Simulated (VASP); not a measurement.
OSZICAR of a VASP run on LiF (rock salt):

OSZICAR:
```
       N       E                     dE             d eps       ncg     rms          rms(c)
DAV:   1     0.344409385101E+02    0.34441E+02   -0.58304E+03  1600   0.113E+03
DAV:   2    -0.626397828939E+01   -0.40705E+02   -0.40196E+02  1658   0.209E+02
DAV:   3    -0.731570607548E+01   -0.10517E+01   -0.10496E+01  1986   0.315E+01
DAV:   4    -0.732819743970E+01   -0.12491E-01   -0.12484E-01  1981   0.342E+00
DAV:   5    -0.732830102407E+01   -0.10358E-03   -0.10358E-03  2030   0.206E-01    0.434E+00
DAV:   6    -0.684319762159E+01    0.48510E+00   -0.25736E+00  1535   0.125E+01    0.142E+00
DAV:   7    -0.684568206331E+01   -0.24844E-02   -0.16905E-02  1856   0.154E+00    0.858E-01
DAV:   8    -0.685264467794E+01   -0.69626E-02   -0.19249E-02  1984   0.187E+00    0.106E-01
DAV:   9    -0.685280992343E+01   -0.16525E-03   -0.13002E-03  1722   0.390E-01    0.474E-02
DAV:  10    -0.685287218169E+01   -0.62258E-04   -0.22206E-04  1672   0.135E-01    0.961E-03
DAV:  11    -0.685287508578E+01   -0.29041E-05   -0.55491E-06  2026   0.278E-02    0.180E-03
DAV:  12    -0.685287495812E+01    0.12766E-06   -0.63335E-07  1641   0.942E-03    0.106E-03
DAV:  13    -0.685287502253E+01   -0.64412E-07   -0.79826E-08  1260   0.267E-03
   1 F= -.68528750E+01 E0= -.68528750E+01  d E =0.000000E+00
```

Problem. Which electronic solver shows in the log?

Solution. It is blocked Davidson (ALGO = Normal, or the opening steps of other solvers). The INCAR had ALGO = Normal.

Problem. Can the final energy be trusted as converged?

Solution. The calculation finished and met its thresholds. It stopped with EDIFF = 1E-7, NELM = 100 (vdW-DF-cx, plane waves, VASP's PBE PAW potentials (set 64)).

The compound is LiF in the rock salt structure. It was relaxed first.
